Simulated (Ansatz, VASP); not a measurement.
# Ga4As3P: VASP beside Ansatz

Aim: how closely do two programs agree when they are given the same cell, functional and k mesh? The cell is generated by rule, not measured, and may not be a known phase. The cell is taken from a series of runs on this material, whose earlier steps may have relaxed, scaled, displaced or heated it; both programs get it as it stands.

Calculated with Ansatz 0.2.0; plane waves, with VASP 6.6.1 beside it; relaxation of cell and atoms at PBEsol.

The structure was built from a prototype and need not be the compound's stable phase.

**1. Starting point**

It takes space group P-4m2 (No. 115, tetragonal). The conventional cell has a = 3.966 Å, b = 3.966 Å, c = 11.184 Å, α = 90.00°, β = 90.00°, γ = 90.00°. Nearest to As lie 4 Ga at 2.44 Å. Nearest to Ga lie 2 P at 2.38 Å and 2 As at 2.44 Å. Nearest to Ga lie 4 As at 2.44 Å. Nearest to P lie 4 Ga at 2.38 Å. Farther neighbours are not listed.

**2. VASP: relaxation of cell and atoms, PBEsol, pair 1**

The relaxed volume is the usual yardstick between codes: in a stiff, nearly cubic crystal its relative difference is about their pressure difference at one cell divided by the bulk modulus.

Lines of VASP's logs that name or quote its potential files are left out, and so is its time.

Contents of INCAR:

```
SYSTEM = Ga4As3P
PREC = Accurate
ENCUT = 500
EDIFF = 1E-07
NELM = 120
ISMEAR = 0
SIGMA = 0.02
LREAL = .FALSE.
ALGO = Normal
GGA = PS
NBANDS = 44
LORBIT = 11
LWAVE = .FALSE.
LCHARG = .FALSE.
ISIF = 3
IBRION = 2
NSW = 80
EDIFFG = -0.005
LASPH = .TRUE.
GGA_COMPAT = .FALSE.
NELMIN = 4
EFERMI = MIDGAP
KPAR = 2
```

Contents of POSCAR:

```
Ga4As3P
1.0
    2.8041990000      2.8041990000      0.0000000000
   -2.8041990000      2.8041990000      0.0000000000
    0.0000000000      0.0000000000     11.1843040000
As Ga P
3 4 1
Direct
    0.0000001783      0.5000000000      0.3705058446
    0.5000000000      0.0000001783      0.6250000000
    0.0000001783      0.5000000000      0.8794941554
    0.0000000000      0.0000000000      0.0067053793
    0.5000000000      0.5000000000      0.2432946207
    0.0000000000      0.0000000000      0.4976814829
    0.5000000000      0.5000000000      0.7523185171
    0.5000000000      0.0000001783      0.1250000000
```

Contents of KPOINTS:

```
Automatic mesh
0
Gamma
6 6 2
0 0 0
```

Potentials, in the order of the species: As, Ga_d and P (PBE family, release 64).

Command:

```
> mpirun -np 2 vasp_std
```

Numbers of over 12 decimals in the logs are rounded to 6 here.

The log of the run:

```text
[banner, memory and clock lines left out]
running    2 mpi-ranks, on    1 nodes
 distrk:  each k-point on    1 cores,    2 groups
 distr:  one band on    1 cores,    1 groups

 POSCAR found type information on POSCAR AsGaP
 POSCAR found :  3 types and       8 ions
|                                                                             |
|               ----> ADVICE to this user running VASP <----                  |
|                                                                             |
|     You enforced a specific xc type in the INCAR file but a different       |
|     [... a line on the potential file left out ...]
|     I HOPE YOU KNOW WHAT YOU ARE DOING!                                     |
|                                                                             |

 LDA part: xc-table for (Slater+PW92), standard interpolation
 POSCAR, INCAR and KPOINTS ok, starting setup
 FFT: planning ... GRIDC
 FFT: planning ... GRID_SOFT
 FFT: planning ... GRID
 WAVECAR not read
 entering main loop
       N       E                     dE             d eps       ncg     rms          rms(c)
DAV:   1     0.605153386792E+03    0.60515E+03   -0.32510E+04  1888   0.229E+03
DAV:   2     0.645432377130E+02   -0.54061E+03   -0.52432E+03  1832   0.581E+02
DAV:   3    -0.320983103165E+02   -0.96642E+02   -0.93067E+02  2116   0.173E+02
DAV:   4    -0.378063067775E+02   -0.57080E+01   -0.56687E+01  2088   0.421E+01
DAV:   5    -0.379994295678E+02   -0.19312E+00   -0.19276E+00  2244   0.766E+00    0.668E+00
DAV:   6    -0.372480471919E+02    0.75138E+00   -0.13794E+00  2460   0.143E+01    0.380E+00
DAV:   7    -0.371217799754E+02    0.12627E+00   -0.70333E-01  2088   0.411E+00    0.105E+00
DAV:   8    -0.371178015188E+02    0.39785E-02   -0.14595E-01  2216   0.462E+00    0.243E-01
DAV:   9    -0.371179512184E+02   -0.14970E-03   -0.14206E-02  2160   0.218E+00    0.112E-01
DAV:  10    -0.371181797634E+02   -0.22855E-03   -0.32023E-03  2304   0.876E-01    0.864E-02
DAV:  11    -0.371183095323E+02   -0.12977E-03   -0.80452E-04  2204   0.216E-01    0.437E-02
DAV:  12    -0.371183757916E+02   -0.66259E-04   -0.94137E-05  1912   0.260E-01    0.856E-03
DAV:  13    -0.371183823456E+02   -0.65541E-05   -0.41515E-05  2108   0.510E-02    0.683E-03
DAV:  14    -0.371183825246E+02   -0.17893E-06   -0.28375E-06  2812   0.157E-02    0.612E-03
DAV:  15    -0.371183832830E+02   -0.75846E-06   -0.21635E-06  1892   0.180E-02    0.371E-03
DAV:  16    -0.371183831336E+02    0.14943E-06   -0.94125E-07  2084   0.127E-02    0.194E-03
DAV:  17    -0.371183831654E+02   -0.31792E-07   -0.93934E-08  1072   0.265E-03
   1 F= -.37118383E+02 E0= -.37118383E+02  d E =-.371184E+02
[... from here on, the cycles between the ionic steps are left out ...]
   2 F= -.37118456E+02 E0= -.37118456E+02  d E =-.729116E-04
   3 F= -.37118465E+02 E0= -.37118465E+02  d E =-.822954E-04
   4 F= -.37118464E+02 E0= -.37118464E+02  d E =-.804387E-04
   5 F= -.37118464E+02 E0= -.37118464E+02  d E =-.811496E-04
   6 F= -.37118465E+02 E0= -.37118465E+02  d E =-.816953E-04
   7 F= -.37118465E+02 E0= -.37118465E+02  d E =-.821781E-04
   8 F= -.37118465E+02 E0= -.37118465E+02  d E =-.822407E-04
 curvature:  -0.33 expect dE=-0.361E-05 dE for cont linesearch -0.164E-08
 trial: gam= 0.04272 g(F)=  0.941E-05 g(S)=  0.160E-05 ort = 0.108E-05 (trialstep = 0.945E+00)
 search vector abs. value=  0.115E-04
 bond charge predicted
       N       E                     dE             d eps       ncg     rms          rms(c)
DAV:   1    -0.371184709643E+02   -0.55760E-05   -0.18227E-03  1996   0.217E-01    0.129E-02
DAV:   2    -0.371184725933E+02   -0.16290E-05   -0.55453E-05  2288   0.616E-02    0.610E-03
DAV:   3    -0.371184719080E+02    0.68538E-06   -0.41720E-06  2816   0.268E-02    0.162E-03
DAV:   4    -0.371184719635E+02   -0.55557E-07   -0.10428E-06  1804   0.115E-02    0.534E-04
DAV:   5    -0.371184719854E+02   -0.21859E-07   -0.10796E-07  1092   0.534E-03
   9 F= -.37118472E+02 E0= -.37118472E+02  d E =-.657930E-05
 trial-energy change:   -0.000007  1 .order   -0.000006   -0.000010   -0.000002
 step:   1.2191(harm=  1.2191)  dis= 0.00061  next Energy=   -37.118472 (dE=-0.674E-05)
 reached required accuracy - stopping structural energy minimisation
```

Parts of OUTCAR (step 2):

```text
ion  position               nearest neighbor table
   1  0.000  0.500  0.371-   6 2.44   6 2.44   5 2.44   5 2.44
   2  0.500  0.000  0.625-   7 2.44   6 2.44   6 2.44   7 2.44
   3  0.000  0.500  0.879-   7 2.44   7 2.44   4 2.44   4 2.44
   4  0.000  0.000  0.007-   8 2.38   8 2.38   3 2.44   3 2.44
   5  0.500  0.500  0.243-   8 2.38   8 2.38   1 2.44   1 2.44
   6  0.000  0.000  0.498-   1 2.44   1 2.44   2 2.44   2 2.44
   7  0.500  0.500  0.752-   3 2.44   3 2.44   2 2.44   2 2.44
   8  0.500  0.000  0.125-   5 2.38   4 2.38   4 2.38   5 2.38

  LATTYP: Found a simple tetragonal cell.
 ALAT       =     3.9657362574
 C/A-ratio  =     2.8202339425

 Subroutine GETGRP returns: Found  8 space group operations
 (whereof  4 operations were pure point group operations)

The static configuration has the point symmetry C_2v.
 The point group associated with its full space group is D_2d.

 Found     20 irreducible k-points:

   k-points           NKPTS =     20   k-points in BZ     NKDIM =     20   number of bands    NBANDS=     44

   dimension x,y,z NGX =    30 NGY =   30 NGZ =   84
   dimension x,y,z NGXF=    60 NGYF=   60 NGZF=  168

   ENCUT  =  500.0 eV  36.75 Ry    6.06 a.u.   7.23  7.23 20.39*2*pi/ulx,y,z

   NELECT =      72.0000    total number of electrons

 k-points in reciprocal lattice and weights: Automatic mesh
   0.00000000  0.00000000  0.00000000       0.014
   0.16666667  0.00000000  0.00000000       0.056
   0.33333333  0.00000000  0.00000000       0.056
   0.50000000  0.00000000  0.00000000       0.028
   0.16666667  0.16666667  0.00000000       0.056
   0.33333333  0.16666667  0.00000000       0.111
   0.50000000  0.16666667  0.00000000       0.056
   0.33333333  0.33333333  0.00000000       0.056
   0.50000000  0.33333333  0.00000000       0.056
[...]
0.50000000  0.33333333  0.50000000       0.056
   0.50000000  0.50000000  0.50000000       0.014

 average (electrostatic) potential at core
       1 -49.9475       2 -49.9559       3 -49.9475       4 -66.0148       5 -66.0148
       6 -65.9824       7 -65.9824       8 -84.2763

 E-fermi :   4.3572

 k-point     1 :       0.0000    0.0000    0.0000
  band No.  band energies     occupation
    ...
     32       2.3903      2.00000
     33       2.3903      2.00000
     34       3.9761      2.00000
     35       3.9927      2.00000
     36       3.9927      2.00000
     37       4.7216      0.00000
     38       5.3455      0.00000
     39       5.4081      0.00000
     40       5.9287      0.00000
     41       6.0025      0.00000
    ...

 k-point     2 :       0.1667    0.0000    0.0000
  band No.  band energies     occupation
    ...
     32       2.1756      2.00000
     33       2.2850      2.00000
     34       2.5173      2.00000
     35       3.2884      2.00000
     36       3.8799      2.00000
     37       5.5839      0.00000
     38       6.0102      0.00000
     39       6.3509      0.00000
     40       6.5800      0.00000
     41       7.0783      0.00000
    ...

 k-point     3 :       0.3333    0.0000    0.0000
  band No.  band energies     occupation
    ...
     32       2.4287      2.00000
     33       2.4684      2.00000
     34       2.5695      2.00000
     35       2.8037      2.00000
     36       3.4846      2.00000
     37       5.7002      0.00000
     38       5.7877      0.00000
     39       6.1645      0.00000
     40       6.6798      0.00000
     41       8.2542      0.00000
    ...

  Total        0.0059001      0.0059001      0.0062663      0.0000000      0.0000000      0.0000000
  in kB        0.0536746      0.0536746      0.0570060      0.0000000      0.0000000      0.0000000
  external PRESSURE =       0.0547851 kB  Pullay stress =       0.0000000 kB

  energy-cutoff  :      500.00
  volume of cell :      176.12
      direct lattice vectors                 reciprocal lattice vectors
     2.805352547  2.805352547  0.000000000     0.178230718  0.178230718  0.000000000
    -2.805352547  2.805352547  0.000000000    -0.178230718  0.178230718  0.000000000
     0.000000000  0.000000000 11.189145166     0.000000000  0.000000000  0.089372332

 POSITION                                       TOTAL-FORCE (eV/Angst)
 -----------------------------------------------------------------------------------
     -1.40268      1.40268      4.14583         0.000000      0.000000     -0.003884
      1.40268      1.40268      6.99322         0.000000      0.000000     -0.000000
     -1.40268      1.40268      9.84060         0.000000      0.000000      0.003884
     -2.80535      2.80535      0.07619        -0.000000     -0.000000      0.002497
      0.00000      2.80535      2.72110        -0.000000     -0.000000     -0.002497
      0.00000      5.61071      5.56835        -0.000000     -0.000000     -0.000809
      0.00000      2.80535      8.41808        -0.000000     -0.000000      0.000809
      1.40268      1.40268      1.39864         0.000000      0.000000     -0.000000
 -----------------------------------------------------------------------------------
    total drift:                               -0.000134     -0.000148      0.000514

  FREE ENERGIE OF THE ION-ELECTRON SYSTEM (eV)
  ---------------------------------------------------
  free  energy   TOTEN  =       -37.1184719854 eV

  energy  without entropy=      -37.1184719854  energy(sigma->0) =      -37.11847199

 reached required accuracy - stopping structural energy minimisation

 total charge
# of ion       s       p       d       tot
------------------------------------------
    1        1.210   1.601   0.032   2.842
    2        1.210   1.597   0.032   2.840
    3        1.210   1.601   0.032   2.842
    4        0.873   0.816  10.001  11.689
    5        0.873   0.816  10.001  11.689
    6        0.882   0.812   9.996  11.689
    7        0.882   0.812   9.996  11.689
    8        1.021   1.484   0.000   2.505
--------------------------------------------------
tot          8.160   9.537  40.088  57.785

[... 3 further parts left out ...]
```

CONTCAR:

```
Ga4As3P
   1.00000000000000
     2.8053525470779634    2.8053525470779634    0.0000000000000000
    -2.8053525470779634    2.8053525470779634    0.0000000000000000
     0.0000000000000000    0.0000000000000000   11.1891451656080658
  As              Ga              P
     3     4     1
Direct
     0.0000001782999988    0.5000000000000000    0.3705225489345867
     0.5000000000000000    0.0000001782999988    0.6250000000000000
     0.0000001782999988    0.5000000000000000    0.8794774510654133
     0.0000000000000000    1.0000000000000000    0.0068092790604303
     0.5000000000000000    0.5000000000000000    0.2431907209395697
     1.0000000000000000    1.0000000000000000    0.4976565446380943
     0.5000000000000000    0.5000000000000000    0.7523434553619056
     0.5000000000000000    0.0000001782999988    0.1250000000000000
```

The run keeps the 8 symmetry operations of its start, so it cannot find a distortion of lower symmetry.

(Part 1 of 3 ends here.)

[Lines on the potential files, build, host, timing and source positions are cut from VASP's logs without a mark.]

[Logs are printed without paths, hosts, clocks, repeated set-up lines and the standing remarks that a program may print on its own settings, such as how far it seeks lower states.]

[Hosts, paths, dates, database ids (printed as entryN), source tags and the programs' standing remarks are cut or masked in the printed files.]
